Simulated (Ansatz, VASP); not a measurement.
# Si57O28 (amorphous SiO0.49) in two plane-wave programs, part 2 of 3

Aim: how closely do two programs agree when they are given the same cell, functional and k mesh? Of the first pair: The structure shown is the start of the Ansatz relaxation below; VASP solves that cell, so the two are compared at the walk's first step.

VASP 6.6.1 and Ansatz 0.2.0.

So far: The starting structure; Ansatz: relaxation, PBE.

### 3. VASP: single point, PBE, start cell, pair 1

Level of this step: PBE; plane waves and PAW (Si, O) (VASP).

The same cell, functional, mesh and smearing now go to VASP, with its own data sets.

Lines of VASP's logs that name or quote its potential files are left out, and so is its time.

INCAR

```
SYSTEM = Si57O28
PREC = Accurate
ENCUT = 520
EDIFF = 1E-06
NELM = 120
ISMEAR = -1
SIGMA = 0.025
LREAL = Auto
ALGO = Normal
GGA = PE
NBANDS = 264
LORBIT = 11
LWAVE = .FALSE.
LCHARG = .FALSE.
ISIF = 2
LASPH = .TRUE.
GGA_COMPAT = .FALSE.
EFERMI = MIDGAP
NCORE = 2
```

POSCAR

```
Si57O28
1.0
   11.5292200000      0.0000000000      0.0000000000
    0.0000000000     11.5292200000      0.0000000000
    0.0000000000      0.0000000000     11.5292200000
Si O
57 28
Direct
    0.3214267748      0.8618709679      0.4003393118
    0.8294663472      0.2010890589      0.1588225396
    0.7298932625      0.8915780946      0.2417336125
    0.9368890523      0.7951101636      0.3942677822
    0.0448165617      0.4686787137      0.3739281582
    0.4642464972      0.9701523607      0.6932559184
    0.5851219770      0.6519261494      0.9972227089
    0.1561423930      0.5574618231      0.7360168337
    0.8885943715      0.4233764296      0.2311691511
    0.7817874930      0.2530613519      0.4086226128
    0.6747377533      0.9756167373      0.9102263640
    0.5159499081      0.0803263360      0.0071904257
    0.4920020609      0.2796459778      0.1525688642
    0.8477416512      0.0468201665      0.3903126144
    0.0940479928      0.9315808008      0.7768261860
    0.9170264771      0.9857908861      0.2429305712
    0.3743358180      0.0692501314      0.8530585764
    0.5037981754      0.5245801537      0.1543035869
    0.3799476461      0.6533312748      0.3600243555
    0.3217216776      0.6775566777      0.7239431635
    0.7145930080      0.0007285835      0.6845562839
    0.5703594866      0.0728323338      0.5668033050
    0.4965904025      0.9591889130      0.1627777074
    0.0098705723      0.3269692139      0.5284485854
    0.6942360368      0.8280178538      0.4639776151
    0.1007526962      0.2491322050      0.9431774222
    0.4064021677      0.7573279025      0.8981960618
    0.3488267203      0.4370894128      0.4727206177
    0.0456839231      0.1719630643      0.3500236790
    0.5651206239      0.6163643334      0.6743214198
    0.7483593860      0.8001929012      0.9955140070
    0.1453524176      0.4582270093      0.1887291595
    0.1618236099      0.9374528372      0.1008220851
    0.6674692651      0.2473541142      0.6790485393
    0.5076405863      0.3339341256      0.7968535599
    0.7687337044      0.3910238507      0.5556316906
    0.0571157459      0.1179091040      0.1238331821
    0.6933860226      0.3229880252      0.8916301363
    0.9889394079      0.0894769984      0.8672572819
    0.3327631878      0.2229031973      0.5924858750
    0.5929022085      0.5097569480      0.3924029553
    0.1794483929      0.0095669959      0.6000666134
    0.2105519714      0.2661671822      0.1247786060
    0.9877771436      0.4561626892      0.0493962298
    0.2573114226      0.9101916695      0.9116401630
    0.8739012700      0.9568036693      0.5535066553
    0.1254898423      0.9484076113      0.3790802847
    0.6099805538      0.5128621017      0.8454431436
    0.2028324553      0.3662867046      0.7122684796
    0.5243719870      0.2578665339      0.4093511964
    0.6833506516      0.0566213499      0.3593131192
    0.2968110592      0.2294084075      0.3521140199
    0.5869868040      0.8291627708      0.7766527137
    0.7888738354      0.1352042896      0.8218769353
    0.9220918674      0.6365825268      0.8536136877
    0.4397608858      0.0296811059      0.3760184991
    0.3181134543      0.8518182496      0.6052013926
    0.9474188193      0.2298160673      0.4342357939
    0.2674075089      0.3668331422      0.3768164715
    0.6107525054      0.9846806636      0.2638860218
    0.8580372306      0.7540579501      0.9107034127
    0.1851903251      0.1425768612      0.3745613320
    0.8143569123      0.9033308411      0.3875023636
    0.1976976760      0.2930467109      0.8411930729
    0.8100894943      0.1514673152      0.3016596092
    0.6332171647      0.1611991097      0.4525804868
    0.7893161896      0.8545938060      0.1181172707
    0.5116131013      0.6217159530      0.4221187556
    0.7143935149      0.4842391766      0.4575504674
    0.9693630619      0.1838025469      0.2269104068
    0.7088857702      0.9872827477      0.4944480199
    0.4219886514      0.5890597976      0.6597931170
    0.9483729168      0.5743233280      0.9823821559
    0.1095997821      0.2981294485      0.6258359195
    0.3199002187      0.3890462668      0.6121402836
    0.5072502737      0.4000270617      0.4357189819
    0.3500063317      0.2829506246      0.1246485018
    0.4512187295      0.2132234444      0.2890395014
    0.0834401633      0.9883929702      0.2159816536
    0.9075028493      0.4180508308      0.5863883246
    0.4050664312      0.6072310182      0.2237098433
    0.0078322731      0.3610131475      0.9431687486
    0.6112469014      0.5067472041      0.2525235879
    0.9622767195      0.9542709741      0.4219192625
    0.4554688001      0.1751983222      0.5136860950
```

KPOINTS

```
Automatic mesh
0
Gamma
1 1 1
0 0 0
```

The projector-augmented-wave data sets are Si and O (PBE family, release 64).

Launch:

```console
> mpirun -np 8 vasp_gam
```

Numbers of over 12 decimals in the logs are rounded to 6 here.

Output:

```text
[banner, memory and clock lines left out]
running    8 mpi-ranks, on    1 nodes
[...]
LDA part: xc-table for (Slater+PW92), standard interpolation
 POSCAR, INCAR and KPOINTS ok, starting setup
[...]
entering main loop
       N       E                     dE             d eps       ncg     rms          rms(c)
DAV:   1     0.292855621985E+04    0.29286E+04   -0.20020E+05   536   0.138E+03
DAV:   2    -0.145610913302E+03   -0.30742E+04   -0.29239E+04   640   0.291E+02
DAV:   3    -0.496260110530E+03   -0.35065E+03   -0.34100E+03   648   0.980E+01
DAV:   4    -0.508016305939E+03   -0.11756E+02   -0.11576E+02   632   0.187E+01
[...]
DAV:  20    -0.461442148075E+03   -0.11730E-04   -0.32752E-05   624   0.115E-02    0.851E-03
DAV:  21    -0.461442150203E+03   -0.21275E-05   -0.58576E-06   608   0.547E-03    0.638E-03
DAV:  22    -0.461442150717E+03   -0.51475E-06   -0.46764E-06   544   0.500E-03
   1 F= -.46144215E+03 E0= -.46140072E+03  d E =-.828551E-01
```

From OUTCAR (step 3):

```text
  Total      104.1522071     67.6733535     68.2146900     -3.7722748     -5.5232099     -8.6586863
  in kB      108.8878144     70.7503351     71.3162852     -3.9437931     -5.7743400     -9.0523807
  external PRESSURE =      83.6514782 kB  Pullay stress =       0.0000000 kB

  FREE ENERGIE OF THE ION-ELECTRON SYSTEM (eV)
  ---------------------------------------------------
  free  energy   TOTEN  =      -461.4421507174 eV

  energy  without entropy=     -461.3592956321  energy(sigma->0) =     -461.40072317

[... 3 further parts left out ...]
[key lines of the parts left out:]
E-fermi :   4.8725
```

The run ends at a pressure of 8.37 GPa, with forces up to 9.6 eV/Å.

### 4. Side by side

Known differences besides the potentials themselves: the cutoff is 420 eV in Ansatz and 520 eV in VASP (PREC = Accurate, projectors in real space). Total energies have different zeros and are not compared.

Forces on 9 of the 85 atoms, those with the largest forces and the largest differences (eV/Å; atoms numbered as in POSCAR):

| atom | Ansatz x, y, z | VASP x, y, z |
| --- | --- | --- |
| Si14 | 6.729, 1.875, 3.937 | 6.706, 1.880, 3.971 |
| Si16 | 2.901, -3.024, -6.714 | 2.878, -3.014, -6.684 |
| Si28 | -1.512, 3.065, -0.128 | -1.476, 3.137, -0.103 |
| Si51 | -7.319, 1.203, 0.115 | -7.240, 1.227, 0.129 |
| O60 | -0.098, 1.262, -1.593 | -0.177, 1.247, -1.661 |
| O63 | -2.669, -7.242, -0.041 | -2.674, -7.283, -0.028 |
| O65 | -5.202, 6.084, -2.481 | -5.205, 6.113, -2.579 |
| O71 | -6.000, -1.113, 2.262 | -5.991, -1.114, 2.296 |
| O84 | 8.979, -1.882, 2.828 | 9.031, -1.904, 2.798 |

The forces differ by 24 meV/Å r.m.s., which is 1.4 % of the r.m.s. force of 1.722 eV/Å (both taken over all components).

### 5. Ansatz: relaxation, PBE

This run makes the geometry at which the two programs are then compared. The cell compared in this pair holds 1578.09 Å³, against 1532.50 Å³ for the pair before.

The structure compared here is the end of the Ansatz relaxation.

input.yaml

```yaml
crystal:
  lattice:
    - [11.52922, 0.0, 0.0]
    - [0.0, 11.52922, 0.0]
    - [0.0, 0.0, 11.52922]
  atoms:
    - { symbol: Si, position: [0.32143, 0.86187, 0.40034] }
    - { symbol: Si, position: [0.82947, 0.20109, 0.15882] }
    - { symbol: Si, position: [0.72989, 0.89158, 0.24173] }
    - { symbol: Si, position: [0.93689, 0.79511, 0.39427] }
    - { symbol: Si, position: [0.04482, 0.46868, 0.37393] }
    - { symbol: Si, position: [0.46425, 0.97015, 0.69326] }
    - { symbol: Si, position: [0.58512, 0.65193, 0.99722] }
    - { symbol: Si, position: [0.15614, 0.55746, 0.73602] }
    - { symbol: Si, position: [0.88859, 0.42338, 0.23117] }
    - { symbol: Si, position: [0.78179, 0.25306, 0.40862] }
    - { symbol: Si, position: [0.67474, 0.97562, 0.91023] }
    - { symbol: Si, position: [0.51595, 0.08033, 0.00719] }
    - { symbol: Si, position: [0.492, 0.27965, 0.15257] }
    - { symbol: Si, position: [0.84774, 0.04682, 0.39031] }
    - { symbol: Si, position: [0.09405, 0.93158, 0.77683] }
    - { symbol: Si, position: [0.91703, 0.98579, 0.24293] }
    - { symbol: Si, position: [0.37434, 0.06925, 0.85306] }
    - { symbol: Si, position: [0.5038, 0.52458, 0.1543] }
    - { symbol: Si, position: [0.37995, 0.65333, 0.36002] }
    - { symbol: Si, position: [0.32172, 0.67756, 0.72394] }
    - { symbol: Si, position: [0.71459, 0.00073, 0.68456] }
    - { symbol: Si, position: [0.57036, 0.07283, 0.5668] }
    - { symbol: Si, position: [0.49659, 0.95919, 0.16278] }
    - { symbol: Si, position: [0.00987, 0.32697, 0.52845] }
    - { symbol: Si, position: [0.69424, 0.82802, 0.46398] }
    - { symbol: Si, position: [0.10075, 0.24913, 0.94318] }
    - { symbol: Si, position: [0.4064, 0.75733, 0.8982] }
    - { symbol: Si, position: [0.34883, 0.43709, 0.47272] }
    - { symbol: Si, position: [0.04568, 0.17196, 0.35002] }
    - { symbol: Si, position: [0.56512, 0.61636, 0.67432] }
    - { symbol: Si, position: [0.74836, 0.80019, 0.99551] }
    - { symbol: Si, position: [0.14535, 0.45823, 0.18873] }
    - { symbol: Si, position: [0.16182, 0.93745, 0.10082] }
    - { symbol: Si, position: [0.66747, 0.24735, 0.67905] }
    - { symbol: Si, position: [0.50764, 0.33393, 0.79685] }
    - { symbol: Si, position: [0.76873, 0.39102, 0.55563] }
    - { symbol: Si, position: [0.05712, 0.11791, 0.12383] }
    - { symbol: Si, position: [0.69339, 0.32299, 0.89163] }
    - { symbol: Si, position: [0.98894, 0.08948, 0.86726] }
    - { symbol: Si, position: [0.33276, 0.2229, 0.59249] }
    - { symbol: Si, position: [0.5929, 0.50976, 0.3924] }
    - { symbol: Si, position: [0.17945, 0.00957, 0.60007] }
    - { symbol: Si, position: [0.21055, 0.26617, 0.12478] }
    - { symbol: Si, position: [0.98778, 0.45616, 0.0494] }
    - { symbol: Si, position: [0.25731, 0.91019, 0.91164] }
    - { symbol: Si, position: [0.8739, 0.9568, 0.55351] }
    - { symbol: Si, position: [0.12549, 0.94841, 0.37908] }
    - { symbol: Si, position: [0.60998, 0.51286, 0.84544] }
    - { symbol: Si, position: [0.20283, 0.36629, 0.71227] }
    - { symbol: Si, position: [0.52437, 0.25787, 0.40935] }
    - { symbol: Si, position: [0.68335, 0.05662, 0.35931] }
    - { symbol: Si, position: [0.29681, 0.22941, 0.35211] }
    - { symbol: Si, position: [0.58699, 0.82916, 0.77665] }
    - { symbol: Si, position: [0.78887, 0.1352, 0.82188] }
    - { symbol: Si, position: [0.92209, 0.63658, 0.85361] }
    - { symbol: Si, position: [0.43976, 0.02968, 0.37602] }
    - { symbol: Si, position: [0.31811, 0.85182, 0.6052] }
    - { symbol: O, position: [0.94742, 0.22982, 0.43424] }
    - { symbol: O, position: [0.26741, 0.36683, 0.37682] }
    - { symbol: O, position: [0.61075, 0.98468, 0.26389] }
    - { symbol: O, position: [0.85804, 0.75406, 0.9107] }
    - { symbol: O, position: [0.18519, 0.14258, 0.37456] }
    - { symbol: O, position: [0.81436, 0.90333, 0.3875] }
    - { symbol: O, position: [0.1977, 0.29305, 0.84119] }
    - { symbol: O, position: [0.81009, 0.15147, 0.30166] }
    - { symbol: O, position: [0.63322, 0.1612, 0.45258] }
    - { symbol: O, position: [0.78932, 0.85459, 0.11812] }
    - { symbol: O, position: [0.51161, 0.62172, 0.42212] }
    - { symbol: O, position: [0.71439, 0.48424, 0.45755] }
    - { symbol: O, position: [0.96936, 0.1838, 0.22691] }
    - { symbol: O, position: [0.70889, 0.98728, 0.49445] }
    - { symbol: O, position: [0.42199, 0.58906, 0.65979] }
    - { symbol: O, position: [0.94837, 0.57432, 0.98238] }
    - { symbol: O, position: [0.1096, 0.29813, 0.62584] }
    - { symbol: O, position: [0.3199, 0.38905, 0.61214] }
    - { symbol: O, position: [0.50725, 0.40003, 0.43572] }
    - { symbol: O, position: [0.35001, 0.28295, 0.12465] }
    - { symbol: O, position: [0.45122, 0.21322, 0.28904] }
    - { symbol: O, position: [0.08344, 0.98839, 0.21598] }
    - { symbol: O, position: [0.9075, 0.41805, 0.58639] }
    - { symbol: O, position: [0.40507, 0.60723, 0.22371] }
    - { symbol: O, position: [0.00783, 0.36101, 0.94317] }
    - { symbol: O, position: [0.61125, 0.50675, 0.25252] }
    - { symbol: O, position: [0.96228, 0.95427, 0.42192] }
    - { symbol: O, position: [0.45547, 0.1752, 0.51369] }
kpoints:
  mp_grid: { grid: [1, 1, 1] }
hamiltonian:
  xc: pbe
scf:
  occupations: { method: fermi_dirac, width: 0.025 }
output:
  forces: true
relax:
  f_tol: 0.04
  max_steps: 250
  cell: {}
```

Launch:

```console
> ansatz run input.yaml --threads 4 --pin off --max-ram 8192MiB --backend cpu --events-out ev --progress --plain --runs-dir out
```

Output:

```text
[...]
Crystal: 85 atoms, lattice volume = 1532.498 Å³
Basis set: ecut = 420 eV, 30047 PW (Γ), exchange–correlation on 160×160×160 points (8 copies of the dense FFT grid, shifted against one another)
Bands: 283, of which v1, the nominal top of the filled ones, is band 198 counted from 1 (197 counted from 0)
Symmetry: 1 space group operations
[...]
k-points: 1
[...]
- { symbol: O, position: [0.713280, 0.973553, 0.260380] }
    - { symbol: O, position: [0.826549, 0.787868, 0.881504] }
    - { symbol: O, position: [0.132118, 0.154428, 0.395992] }
    - { symbol: O, position: [0.810265, 0.715548, 0.447552] }
    - { symbol: O, position: [0.182269, 0.379931, 0.763772] }
    - { symbol: O, position: [0.781338, 0.183075, 0.285652] }
[...]
- { symbol: O, position: [-0.00182167, 0.416019, 0.899736] }
    - { symbol: O, position: [0.601768, 0.504417, 0.247337] }
    - { symbol: O, position: [1.031352, 0.738460, 0.467140] }
    - { symbol: O, position: [0.471632, 0.175812, 0.450591] }
[key lines of the parts left out:]
P = ⅓ Tr σ = -0.0126 GPa (-0.126 kbar)
```

(Part 2 of 3 ends here.)

[Lines on the potential files, build, host, timing and source positions are cut from VASP's logs without a mark.]

[Logs are printed without paths, hosts, clocks, repeated set-up lines and the standing remarks that a program may print on its own settings, such as how far it seeks lower states.]

[Hosts, paths, dates, database ids (printed as entryN), source tags and the programs' standing remarks are cut or masked in the printed files.]
